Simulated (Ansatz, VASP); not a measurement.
# Cross-check of Y2CF2 (Y2CF2 MXene bilayer, AB) between VASP and Ansatz, part 2 of 2

Wanted: the spread between two codes on one cell, functional and k mesh. Of the first pair: The structure shown is the start of the Ansatz relaxation below; VASP solves that cell, so the two are compared at the walk's first step.

VASP 6.6.1 and Ansatz 0.2.0.

So far: Starting point; Ansatz: relaxation, PBE with D3(BJ).

**3. VASP: single point, PBE with D3(BJ), start cell, pair 1**

Level of this step: PBE with D3(BJ); plane waves and PAW (F, Y_sv, C) (VASP).

The same cell, functional, mesh and smearing now go to VASP, with its own data sets.

Lines of VASP's logs that name or quote its potential files are left out, and so is its time.

The input, INCAR:

```
SYSTEM = Y2CF2
PREC = Accurate
ENCUT = 520
EDIFF = 1E-06
NELM = 120
ISMEAR = -1
SIGMA = 0.05
LREAL = .FALSE.
ALGO = Normal
GGA = PE
IVDW = 12
NBANDS = 50
LASPH = .TRUE.
LORBIT = 11
LWAVE = .FALSE.
LCHARG = .FALSE.
ISIF = 2
LDIPOL = .TRUE.
IDIPOL = 3
DIPOL = 0.5 0.5 0.5
LVHAR = .TRUE.
GGA_COMPAT = .FALSE.
EFERMI = MIDGAP
NELMDL = -8
KPAR = 2
```

The input, POSCAR:

```
Y2CF2
1.0
    3.4777600000      0.0000000000      0.0000000000
   -1.7388800000      3.0118290000      0.0000000000
    0.0000000000      0.0000000000     56.0096570000
F Y C
4 4 2
Direct
    0.3333333333      0.6666666667      0.3883258917
    0.6666666667      0.3333333333      0.4758970225
    0.6666666667      0.3333333333      0.5241029953
    0.0000000000      0.0000000000      0.6116741083
    0.6666666667      0.3333333333      0.4076115481
    0.3333333333      0.6666666667      0.4566113661
    0.0000000000      0.0000000000      0.5433886517
    0.6666666667      0.3333333333      0.5923884697
    0.0000000000      0.0000000000      0.4321114482
    0.3333333333      0.6666666667      0.5678885518
```

The input, KPOINTS:

```
Automatic mesh
0
Gamma
12 12 1
0 0 0
```

Potentials, in the order of the species: F, Y_sv and C (PBE family, release 64).

The run is started by

```console
mpirun -np 2 vasp_std
```

Numbers of over 12 decimals in the logs are rounded to 6 here.

What it wrote:

```text
[banner, memory and clock lines left out]
running    2 mpi-ranks, on    1 nodes
 distrk:  each k-point on    1 cores,    2 groups
 distr:  one band on    1 cores,    1 groups

 POSCAR found type information on POSCAR F Y C
 POSCAR found :  3 types and      10 ions
 LDA part: xc-table for (Slater+PW92), standard interpolation
|                                                                             |
|           W    W    AA    RRRRR   N    N  II  N    N   GGGG   !!!           |
|           W    W   A  A   R    R  NN   N  II  NN   N  G    G  !!!           |
|           W    W  A    A  R    R  N N  N  II  N N  N  G       !!!           |
|           W WW W  AAAAAA  RRRRR   N  N N  II  N  N N  G  GGG   !            |
|           WW  WW  A    A  R   R   N   NN  II  N   NN  G    G                |
|           W    W  A    A  R    R  N    N  II  N    N   GGGG   !!!           |
|                                                                             |
|     One of the lattice vectors is very long (>50 A), but AMIN is rather     |
|     large. This can spoil convergence since charge sloshing might occur     |
|     along the long lattice vector. If problems with convergence are         |
|     observed, try to decrease AMIN to a smaller value (e.g. 0.01).          |
|     Note: This warning only applies if the self-consistency cycle is        |
|     used.                                                                   |
|                                                                             |

 POSCAR, INCAR and KPOINTS ok, starting setup
 FFT: planning ... GRIDC
 FFT: planning ... GRID_SOFT
 FFT: planning ... GRID
 WAVECAR not read
 entering main loop
       N       E                     dE             d eps       ncg     rms          rms(c)
DAV:   1     0.690489175122E+03    0.69049E+03   -0.37859E+04  2428   0.132E+03
DAV:   2     0.636064894091E+01   -0.68413E+03   -0.66520E+03  2516   0.348E+02
DAV:   3    -0.817195240433E+02   -0.88080E+02   -0.87163E+02  2304   0.113E+02
DAV:   4    -0.906835622529E+02   -0.89640E+01   -0.89460E+01  3458   0.273E+01
DAV:   5    -0.910342520862E+02   -0.35069E+00   -0.35055E+00  2648   0.590E+00
DAV:   6    -0.910549090247E+02   -0.20657E-01   -0.20656E-01  3032   0.108E+00
DAV:   7    -0.910552992326E+02   -0.39021E-03   -0.39019E-03  2784   0.175E-01
DAV:   8    -0.910553168276E+02   -0.17595E-04   -0.17594E-04  2728   0.355E-02    0.714E+01
DAV:   9    -0.752077769740E+02    0.15848E+02   -0.74537E+01  2046   0.298E+01    0.628E+01
DAV:  10    -0.751337895560E+02    0.73987E-01   -0.76102E+00  2808   0.946E+00    0.279E+01
DAV:  11    -0.750008892806E+02    0.13290E+00   -0.11080E+00  2448   0.365E+00    0.164E+00
DAV:  12    -0.749453587429E+02    0.55531E-01   -0.41782E-01  2360   0.183E+00    0.974E-01
DAV:  13    -0.749310890576E+02    0.14270E-01   -0.36514E-02  2680   0.781E-01    0.476E-01
DAV:  14    -0.749220417056E+02    0.90474E-02   -0.12323E-02  2656   0.440E-01    0.361E-01
[...]
DAV:  23    -0.749176440791E+02   -0.22931E-03   -0.13171E-05  2060   0.144E-02    0.692E-03
DAV:  24    -0.749177705139E+02   -0.12643E-03   -0.59369E-06  1920   0.903E-03    0.261E-03
DAV:  25    -0.749178346613E+02   -0.64147E-04   -0.16787E-06  1714   0.354E-03    0.142E-03
DAV:  26    -0.749178730540E+02   -0.38393E-04   -0.13998E-06  1614   0.256E-03    0.633E-04
DAV:  27    -0.749178952028E+02   -0.22149E-04   -0.99863E-07  1492   0.184E-03    0.715E-04
DAV:  28    -0.749179009198E+02   -0.57169E-05   -0.10275E-07  1488   0.912E-04    0.257E-04
DAV:  29    -0.749179048104E+02   -0.38907E-05   -0.11759E-07  1374   0.692E-04    0.259E-04
DAV:  30    -0.749179056783E+02   -0.86783E-06   -0.28695E-08  1424   0.510E-04
   1 F= -.76733761E+02 E0= -.76733757E+02  d E =-.655007E-05
```

From OUTCAR (step 3):

```text
ion  position               nearest neighbor table
   1  0.333  0.667  0.388-   5 2.28   5 2.28   5 2.28
   2  0.667  0.333  0.476-   6 2.28   6 2.28   6 2.28
   3  0.667  0.333  0.524-   7 2.28   7 2.28   7 2.28
   4  0.000  0.000  0.612-   8 2.28   8 2.28   8 2.28
   5  0.667  0.333  0.408-   1 2.28   1 2.28   1 2.28   9 2.43   9 2.43   9 2.43   6 3.40   6 3.40
                             6 3.40
   6  0.333  0.667  0.457-   2 2.28   2 2.28   2 2.28   9 2.43   9 2.43   9 2.43   5 3.40   5 3.40
                             5 3.40
   7  0.000  0.000  0.543-   3 2.28   3 2.28   3 2.28  10 2.43  10 2.43  10 2.43   8 3.40   8 3.40
                             8 3.40
   8  0.667  0.333  0.592-   4 2.28   4 2.28   4 2.28  10 2.43  10 2.43  10 2.43   7 3.40   7 3.40
                             7 3.40
   9  0.000  0.000  0.432-   5 2.43   5 2.43   5 2.43   6 2.43   6 2.43   6 2.43
  10  0.333  0.667  0.568-   7 2.43   7 2.43   7 2.43   8 2.43   8 2.43   8 2.43

  LATTYP: Found a hexagonal cell.
 ALAT       =     3.4777600000
 C/A-ratio  =    16.1050955213

 Subroutine GETGRP returns: Found 12 space group operations
 (whereof  6 operations were pure point group operations)

The static configuration has the point symmetry C_3v.
 The point group associated with its full space group is D_3d.

 Found     19 irreducible k-points:

   k-points           NKPTS =     19   k-points in BZ     NKDIM =     19   number of bands    NBANDS=     50

   dimension x,y,z NGX =    28 NGY =   28 NGZ =  420
   dimension x,y,z NGXF=    56 NGYF=   56 NGZF=  840

   ENCUT  =  520.0 eV  38.22 Ry    6.18 a.u.   6.47  6.47104.14*2*pi/ulx,y,z

   NELECT =      80.0000    total number of electrons

 k-points in reciprocal lattice and weights: Automatic mesh
   0.00000000  0.00000000  0.00000000       0.007
   0.08333333 -0.00000000  0.00000000       0.042
   0.16666667 -0.00000000  0.00000000       0.042
   0.25000000 -0.00000000  0.00000000       0.042
   0.33333333 -0.00000000  0.00000000       0.042
   0.41666667 -0.00000000  0.00000000       0.042
   0.50000000 -0.00000000  0.00000000       0.021
   0.08333333  0.08333333  0.00000000       0.042
   0.16666667  0.08333333  0.00000000       0.083
[...]
0.33333333  0.25000000  0.00000000       0.083
   0.33333333  0.33333333  0.00000000       0.014

 dipolmoment           0.000000      0.000000     -0.000017 electrons x Angstroem

 average (electrostatic) potential at core
       1 -82.9076       2 -82.8818       3 -82.8818       4 -82.9079       5 -41.0261
       6 -41.0256       7 -41.0257       8 -41.0264       9 -53.7811      10 -53.7813

 E-fermi :  -1.1092

 k-point     1 :       0.0000    0.0000    0.0000
  band No.  band energies     occupation
    ...
     36      -3.2132      2.00000
     37      -1.6279      1.99994
     38      -1.6279      1.99994
     39      -1.6223      1.99993
     40      -1.6223      1.99993
     41       0.5996      0.00000
     42       0.7599      0.00000
     43       0.8099      0.00000
     44       1.5001      0.00000
     45       1.5065      0.00000
    ...

 k-point     2 :       0.0833   -0.0000    0.0000
  band No.  band energies     occupation
    ...
     36      -3.1271      2.00000
     37      -1.8908      2.00000
     38      -1.8602      2.00000
     39      -1.6662      1.99997
     40      -1.6608      1.99997
     41       0.7124      0.00000
     42       0.8449      0.00000
     43       0.8516      0.00000
     44       1.2844      0.00000
     45       1.3247      0.00000
    ...

 k-point     3 :       0.1667   -0.0000    0.0000
  band No.  band energies     occupation
    ...
     36      -2.9295      2.00000
     37      -2.4018      2.00000
     38      -2.3552      2.00000
     39      -1.7473      1.99999
     40      -1.7429      1.99999
     41       0.6109      0.00000
     42       0.7084      0.00000
     43       0.9785      0.00000
     44       1.1485      0.00000
     45       1.2520      0.00000
    ...

 Edisp (eV)   -1.81585

  Total       8.94150     8.94151     5.74013    -0.00000     0.00000     0.00000
  in kB      24.41903    24.41904    15.67615    -0.00000     0.00000     0.00000
  external pressure =       21.50 kB  Pullay stress =        0.00 kB

  energy-cutoff  :      520.00
  volume of cell :      586.67
      direct lattice vectors                 reciprocal lattice vectors
     3.477760000  0.000000000  0.000000000     0.287541406  0.166012081  0.000000000
    -1.738880000  3.011829000  0.000000000     0.000000000  0.332024162  0.000000000
     0.000000000  0.000000000 56.009657000     0.000000000  0.000000000  0.017854064

 POSITION                                       TOTAL-FORCE (eV/Angst)
 -----------------------------------------------------------------------------------
     -0.00000      2.00789     21.75000        -0.000000     -0.000000     -0.967028
      1.73888      1.00394     26.65483         0.000000     -0.000000      0.751288
      1.73888      1.00394     29.35483        -0.000000      0.000000     -0.751288
      0.00000      0.00000     34.25966         0.000000      0.000000      0.967028
      1.73888      1.00394     22.83018         0.000000     -0.000000      0.711742
     -0.00000      2.00789     25.57465         0.000000     -0.000000     -0.668532
      0.00000      0.00000     30.43501        -0.000000      0.000000      0.668532
      1.73888      1.00394     33.17947        -0.000000     -0.000000     -0.711742
      0.00000      0.00000     24.20241        -0.000000     -0.000000      0.004661
     -0.00000      2.00789     31.80724        -0.000000     -0.000000     -0.004661
 -----------------------------------------------------------------------------------
    total drift:                               -0.000001      0.000001     -0.004935

  FREE ENERGIE OF THE ION-ELECTRON SYSTEM (eV)
  ---------------------------------------------------
  free  energy   TOTEN  =       -76.7337606251 eV

  energy  without entropy=      -76.7337540750  energy(sigma->0) =      -76.73375735

 vacuum level on the upper side and lower side of the slab         1.873         1.873

 total charge
# of ion       s       p       d       f       tot
--------------------------------------------------
    1        1.739   4.383   0.000   0.000   6.122
    2        1.740   4.383   0.000   0.000   6.123
    3        1.740   4.383   0.000   0.000   6.123
    4        1.739   4.383   0.000   0.000   6.122
    5        2.203   6.508   1.123   0.107   9.941
    6        2.203   6.509   1.125   0.107   9.944
    7        2.203   6.509   1.125   0.107   9.944
    8        2.203   6.508   1.123   0.107   9.941
    9        0.871   1.492   0.000   0.000   2.364
   10        0.871   1.492   0.000   0.000   2.364
--------------------------------------------------
tot         17.513  46.552   4.495   0.428  68.987

[... 3 further parts left out ...]
```

**4. Side by side**

Known differences besides the potentials themselves: Ansatz cuts the interaction across the vacuum, VASP repeats the sheet with a dipole correction; the cutoff is 420 eV in Ansatz and 520 eV in VASP. Total energies have different zeros and are not compared.

Forces (eV/Å; atoms numbered as in POSCAR):

```tsv
atom	Ansatz x, y, z	VASP x, y, z
F1	0.000, 0.000, -0.968	0.000, 0.000, -0.967
F2	0.000, 0.000, 0.753	0.000, 0.000, 0.751
F3	0.000, 0.000, -0.753	0.000, 0.000, -0.751
F4	0.000, 0.000, 0.968	0.000, 0.000, 0.967
Y5	0.000, 0.000, 0.704	0.000, 0.000, 0.712
Y6	0.000, 0.000, -0.660	0.000, 0.000, -0.669
Y7	0.000, 0.000, 0.660	0.000, 0.000, 0.669
Y8	0.000, 0.000, -0.704	0.000, 0.000, -0.712
C9	0.000, 0.000, 0.005	0.000, 0.000, 0.005
C10	0.000, 0.000, -0.005	0.000, 0.000, -0.005
```

The forces differ by 3.0 meV/Å r.m.s., which is 0.7 % of the r.m.s. force of 0.404 eV/Å (both taken over all components). With vacuum in the cell, a pressure given here is an average over mostly empty space and none of the material.

**5. Ansatz: relaxation, PBE with D3(BJ)**

This run makes the geometry at which the two programs are then compared.

The structure compared here is the end of the Ansatz relaxation.

The input, input.yaml:

```yaml
crystal:
  lattice:
    - [3.47776, 0.0, 0.0]
    - [-1.73888, 3.0118285083, 0.0]
    - [0.0, 0.0, 56.0096574198]
  atoms:
    - { symbol: F, position: [0.3333333333, 0.6666666667, 0.3883258888] }
    - { symbol: "Y", position: [0.6666666667, 0.3333333333, 0.4076115435] }
    - { symbol: C, position: [0.0, 0.0, 0.4321114513] }
    - { symbol: "Y", position: [0.3333333333, 0.6666666667, 0.4566113591] }
    - { symbol: F, position: [0.6666666667, 0.3333333333, 0.4758970138] }
    - { symbol: F, position: [0.6666666667, 0.3333333333, 0.5241029862] }
    - { symbol: "Y", position: [0.0, 0.0, 0.5433886409] }
    - { symbol: C, position: [0.3333333333, 0.6666666667, 0.5678885487] }
    - { symbol: "Y", position: [0.6666666667, 0.3333333333, 0.5923884565] }
    - { symbol: F, position: [0.0, 0.0, 0.6116741112] }
  periodic: [true, true, false]
kpoints:
  mp_grid: { grid: [12, 12, 1] }
hamiltonian:
  xc: pbe
  dispersion: d3bj
scf:
  occupations: { method: fermi_dirac, width: 0.05 }
  convergence: { dr2_threshold: 1.0e-09 }
relax:
  f_tol: 0.004
  max_steps: 90
  cell: {}
output:
  write_potential: true
  write_density: true
  volumetric_format: npy
```

The run is started by

```console
ansatz run input.yaml --threads 4 --pin off --max-ram 6144MiB --backend cpu --events-out ev --progress --plain --runs-dir out
```

What it wrote:

```text
[...]
Crystal: 10 atoms, lattice volume = 586.668 Å³
Basis set: ecut = 420 eV, 11401 PW (Γ), exchange–correlation on 48×48×750 points (8 copies of the dense FFT grid, shifted against one another)
Bands: 50, of which v1, the nominal top of the filled ones, is band 40 counted from 1 (39 counted from 0)
Symmetry: 12 space group operations
[...]
- { symbol: Y, position: [0.333333, 0.666667, 0.452348] }
    - { symbol: F, position: [0.666667, 0.333333, 0.473212] }
    - { symbol: F, position: [0.666667, 0.333333, 0.526788] }
    - { symbol: Y, position: [7.388305332871351e-18, 1.4036461979681196e-17, 0.547652] }
    - { symbol: C, position: [0.333333, 0.666667, 0.572119] }
    - { symbol: Y, position: [0.666667, 0.333333, 0.596594] }
    - { symbol: F, position: [7.961132562038313e-18, 1.518211643801516e-17, 0.617602] }
[key lines of the parts left out:]
SCF converged after 7 iterations
Free energy (F): -19144.529519 eV
Fermi energy:    -3.718515 eV
P = ½ c Tr σ = 0.0093 N/m
```

**6. VASP: single point, PBE with D3(BJ), relaxed cell, pair 2**

The same cell, functional, mesh and smearing now go to VASP, with its own data sets.

INCAR is that of step 3.

The input, POSCAR:

```
Y2CF2
1.0
    3.5521950236      0.0000000000      0.0000000000
   -1.7760975118      3.0762911297      0.0000000000
    0.0000000000      0.0000000000     56.0096574198
F Y C
4 4 2
Direct
    0.3333333333      0.6666666667      0.3823976403
    0.6666666667      0.3333333333      0.4732123569
    0.6666666667      0.3333333333      0.5267876431
    0.0000000000      0.0000000000      0.6176023597
    0.6666666667      0.3333333333      0.4034057655
    0.3333333333      0.6666666667      0.4523477954
    0.0000000000      0.0000000000      0.5476522046
    0.6666666667      0.3333333333      0.5965942345
    0.0000000000      0.0000000000      0.4278808014
    0.3333333333      0.6666666667      0.5721191986
```

KPOINTS is that of step 3.

The run is started by

```console
mpirun -np 2 vasp_std
```

What it wrote:

```text
[banner, memory and clock lines left out]
running    2 mpi-ranks, on    1 nodes
[...]
LDA part: xc-table for (Slater+PW92), standard interpolation
 [... a notice as in an earlier step ...]

 POSCAR, INCAR and KPOINTS ok, starting setup
[...]
entering main loop
       N       E                     dE             d eps       ncg     rms          rms(c)
DAV:   1     0.670269378436E+03    0.67027E+03   -0.37151E+04  2436   0.130E+03
DAV:   2     0.800862606366E+01   -0.66226E+03   -0.64138E+03  2476   0.341E+02
DAV:   3    -0.817942302298E+02   -0.89803E+02   -0.88918E+02  2376   0.112E+02
DAV:   4    -0.906864051157E+02   -0.88922E+01   -0.88733E+01  3388   0.275E+01
[...]
DAV:  28    -0.754304543773E+02   -0.43503E-05   -0.12569E-07  1418   0.721E-04    0.149E-04
DAV:  29    -0.754304564815E+02   -0.21041E-05   -0.41464E-08  1444   0.530E-04    0.879E-05
DAV:  30    -0.754304573248E+02   -0.84337E-06   -0.16704E-08  1372   0.350E-04
   1 F= -.77109271E+02 E0= -.77109269E+02  d E =-.314341E-05
```

Parts of OUTCAR (step 6):

```text
 Edisp (eV)   -1.67881

  Total      -0.10771    -0.10771    -0.20335    -0.00000     0.00000     0.00000
  in kB      -0.28196    -0.28196    -0.53232    -0.00000     0.00000     0.00000
  external pressure =       -0.37 kB  Pullay stress =        0.00 kB

 POSITION                                       TOTAL-FORCE (eV/Angst)
 -----------------------------------------------------------------------------------
     -0.00000      2.05086     21.41796        -0.000000     -0.000000      0.000271
      1.77610      1.02543     26.50446        -0.000000      0.000000     -0.000185
      1.77610      1.02543     29.50520         0.000000     -0.000000      0.000185
      0.00000      0.00000     34.59170         0.000000     -0.000000     -0.000271
      1.77610      1.02543     22.59462         0.000000     -0.000000      0.007643
     -0.00000      2.05086     25.33585         0.000000     -0.000000     -0.004694
      0.00000      0.00000     30.67381        -0.000000      0.000000      0.004694
      1.77610      1.02543     33.41504         0.000000     -0.000000     -0.007643
      0.00000      0.00000     23.96546        -0.000000      0.000000     -0.002802
     -0.00000      2.05086     32.04420         0.000000     -0.000000      0.002802
 -----------------------------------------------------------------------------------
    total drift:                                0.000000      0.000000      0.000127

  FREE ENERGIE OF THE ION-ELECTRON SYSTEM (eV)
  ---------------------------------------------------
  free  energy   TOTEN  =       -77.1092708433 eV

  energy  without entropy=      -77.1092676999  energy(sigma->0) =      -77.10926927

[... 1 part as in an earlier step ...]

[... 2 further parts left out ...]
[key lines of the parts left out:]
E-fermi :  -1.7988
```

**7. Differences**

Both answers:

```tsv
quantity	Ansatz	VASP	difference
gap on the k mesh (eV)	1.105	1.103	+0.002
```

At this near-relaxed geometry the largest component of a force difference is 6 meV/Å. A gap on the mesh is an upper bound, since the band edges may lie between its points. With vacuum in the cell, a pressure given here is an average over mostly empty space and none of the material.

**8. Outcome**

```
r.m.s. force difference (single point, PBE with D3(BJ), start cell, pair 1)           : 0.75 % of the r.m.s. force
difference in gap on the k mesh (single point, PBE with D3(BJ), relaxed cell, pair 2) : 0.0024 eV
```

**Reading.** The r.m.s. force difference is 0.75 % of the r.m.s. force (single point, PBE with D3(BJ), start cell, pair 1), within the 3 % picked in this series as the mark of a large difference. How closely two codes agree says nothing of how well the functional describes the real material.

[Lines on the potential files, build, host, timing and source positions are cut from VASP's logs without a mark.]

[Logs are printed without paths, hosts, clocks, repeated set-up lines and the standing remarks that a program may print on its own settings, such as how far it seeks lower states.]

[Hosts, paths, dates, database ids (printed as entryN), source tags and the programs' standing remarks are cut or masked in the printed files.]
